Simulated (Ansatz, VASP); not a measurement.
# TeP2: VASP beside Ansatz

```
CELL_PARAMETERS angstrom
0.00000 3.27104 3.27104
3.27104 0.00000 3.27104
3.27104 3.27104 0.00000
ATOMIC_POSITIONS crystal
Te 0.50000 0.50000 0.50000
P 0.25000 0.25000 0.25000
P 0.75000 0.75000 0.75000
```

Alike in both runs: functional PBE; k mesh 12 × 12 × 12; occupations gaussian, width 0.1 eV; no spin polarisation.

Ansatz relaxed the structure, and its values are those at the end. VASP's run is a single point on that final structure, the one shown.

|  | VASP | Ansatz |
| --- | --- | --- |
| version | VASP 6.6.1 | Ansatz 0.2.0 |
| potentials or method | VASP PAW PBE potentials, release 64 (Te, P) | scalar-relativistic, plane waves, PAW |
| plane-wave cutoff (eV) | 520 | 420 |
| valence electrons in the cell | 16 | 26 |

Ansatz gave:

```
gap on the k mesh at the Fermi level (eV) : none
pressure (GPa)                            : 0.0
```

Task: Estimate VASP's values.

Result: gap on the k mesh at the Fermi level (eV): none; pressure (GPa): -0.1.

A gap of «none» marks a metal or a gap that the smearing closes. The two sets of potentials don't hold the same shells in valence.

Spin-orbit coupling is left out, which matters for the levels of Te.
